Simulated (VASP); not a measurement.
Data:

```
CELL_PARAMETERS angstrom
      4.26816     0.00000     0.00000
      0.00000     4.26816     0.00000
      0.00000     0.00000     2.69998
ATOMIC_POSITIONS crystal
  Si 0.00000 0.00000 0.00000
  Si 0.50000 0.50000 0.50000
  O  0.30749 0.30749 0.00000
  O  0.80749 0.19251 0.50000
  O  0.19251 0.80749 0.50000
  O  0.69251 0.69251 0.00000
```

Calculation: RPBE GGA, VASP's PBE PAW potentials (set 64) (plane waves; VASP). Settings: 520 eV cut-off, 6×6×9 Γ-centred mesh, tetrahedra with Blöchl corrections, potentials Si O.

What does the run give for the energy per atom (σ→0), band gap (on the k-mesh) with the smallest direct gap where there is one?

The band gap (on the k-mesh) is 4.82 eV. The smallest direct gap (on the k-mesh) is 4.82 eV and the energy per atom (σ→0) comes out as -7.313 eV/atom.

The compound is SiO2 in the rutile structure, stishovite, a high-pressure form. It was relaxed first, which changed the volume by +5 %.
